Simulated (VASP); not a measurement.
An input for Quantum ESPRESSO's pw.x (written as the equivalent of a VASP run, and not itself run):

```
&CONTROL
  calculation = 'scf'
  pseudo_dir = './pseudo'
  outdir = './out'
  tprnfor = .true.
  tstress = .true.
/
&SYSTEM
  ibrav = 0
  nat = 2
  ntyp = 1
  ecutwfc = 80
  occupations = 'smearing'
  smearing = 'methfessel-paxton'
  degauss = 0.01999
  input_dft = 'pbe'
/
&ELECTRONS
  conv_thr = 7.3e-08
  electron_maxstep = 100
/
ATOMIC_SPECIES
  Sb 121.760 Sb.upf
CELL_PARAMETERS angstrom
     2.1770650    1.2569290    3.8298800
    -2.1770650    1.2569290    3.8298800
     0.0000000   -2.5138580    3.8298800
ATOMIC_POSITIONS crystal
  Sb   0.2682600  0.2682600  0.2682600
  Sb   0.7317400  0.7317400  0.7317400
K_POINTS automatic
  6 6 6 1 1 1
```

Question: Translate this input to VASP (INCAR, KPOINTS, POSCAR, choice of POTCAR).

Answer: One answer among several that fit: 
### POSCAR
```
Sb
1
    2.1770650000     1.2569290000     3.8298800000
   -2.1770650000     1.2569290000     3.8298800000
    0.0000000000    -2.5138580000     3.8298800000
Sb
2
Direct
  0.2682600000   0.2682600000   0.2682600000
  0.7317400000   0.7317400000   0.7317400000
```

### INCAR
```
! general
SYSTEM =Sb
PREC   =Accurate
ENCUT  =300   ! plane-wave cut-off (eV)
LREAL  =.FALSE.   ! projection in real space or not
LASPH  =.TRUE.   ! aspherical one-centre terms

! electronic loop
EDIFF  =1E-6   ! SCF stop (eV)
NELM   =100   ! most electronic steps
ALGO   =Normal   ! blocked Davidson
LMAXMIX=4   ! l cut-off of mixed one-centre charges

! smearing
ISMEAR =1
SIGMA  =0.272   ! width (eV)

! functional
GGA    =PE   ! PBE

! ions
ISIF   =2   ! forces and stress, cell fixed

! output
LWAVE  =.FALSE.
LCHARG =.FALSE.
```

### KPOINTS
```
Automatic mesh
0
Gamma
6 6 6
0.5 0.5 0.5
```

POTCAR, in this order: Sb (PBE.64 set). Program: vasp_std.

The two are equivalent in intent, not identical: the potentials are each code's own (VASP's PAW set, PseudoDojo norm-conserving files in pw.x), so ENCUT and ecutwfc are chosen apart and not converted; conv_thr bounds pw.x's estimated SCF error, while EDIFF bounds the energy change between steps.

The structure comes from a computed database's Sb entry; how it stands against other phases isn't given here. The cell was not relaxed at this level.
